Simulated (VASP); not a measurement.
Input:

```xyz
3
Lattice="0.0000 2.5362 2.5362 2.5362 0.0000 2.5362 2.5362 2.5362 0.0000" Properties=species:S:1:pos:R:3 pbc="T T T"
Hf     0.0000     0.0000     0.0000
O      1.2681     1.2681     1.2681
O      3.8043     3.8043     3.8043
```

Computed with PBE GGA, VASP's PBE PAW potentials (set 64) (plane waves; VASP). Run with 600 eV cut-off, 8×8×8 Γ-centred mesh, Gaussian smearing of 0.050 eV, potentials Hf_pv O.

Each relaxation starts from this cell; other phases were not tried.

The cell is relaxed at 10 GPa. What happens?

The volume per atom goes from 10.88 to 10.47 Å³ (-3.7 %), and the cell becomes a = 5.009 Å, b = 5.009 Å, c = 5.009 Å, α = 90.00°, β = 90.00°, γ = 90.00°, space group Fm-3m. The gap on the mesh goes from 3.80 to 3.90 eV.

The cell is relaxed at 15 GPa. What happens?

The volume per atom goes from 10.88 to 10.30 Å³ (-5.3 %), and the cell becomes a = 4.982 Å, b = 4.982 Å, c = 4.982 Å, α = 90.00°, β = 90.00°, γ = 90.00°, space group Fm-3m. The gap on the mesh goes from 3.80 to 3.95 eV.

Failed runs are left out, and for metals the shear rows, which the mesh's noise covers.

The compound is HfO2 in the fluorite structure, the high-temperature cubic form, which is unstable at 0 K; the monoclinic form is the stable one.
